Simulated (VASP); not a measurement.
Data:

```
CELL_PARAMETERS angstrom
      1.31788    -2.31759     0.00000
      1.31788     2.31759     0.00000
      0.00000     0.00000     4.28143
ATOMIC_POSITIONS crystal
  Ru 0.33333 0.66667 0.25000
  Ru 0.69644 0.36311 0.75000
```

The numbers are results of PBE GGA, VASP's PBE PAW potentials (set 64) (plane waves; VASP 6.6.1), not measurements. Run with EDIFF = 1E-5, 400 eV cut-off, 14×14×8 Γ-centred mesh, first-order Methfessel-Paxton smearing of 0.10 eV, potentials Ru_pv.

### Question
Give the force on each atom (eV/Å).

### Answer

```tsv
atom	Fx	Fy	Fz
Ru1	0.549	-0.063	0.000
Ru2	-0.549	0.063	0.000
```

### Question
Give the stress tensor in GPa (positive for a compressed cell).

### Answer

```
25.08  -1.91   0.00
-1.91  17.78   0.00
 0.00   0.00  10.60
```
The pressure is its mean diagonal, 17.82 GPa.

The compound is Ru in the hcp structure. The cell was not relaxed at this level, atoms are displaced from their ideal sites. The run is one of a series of settings (EDIFF = 1E-5 against the base run), some of them coarse on purpose.
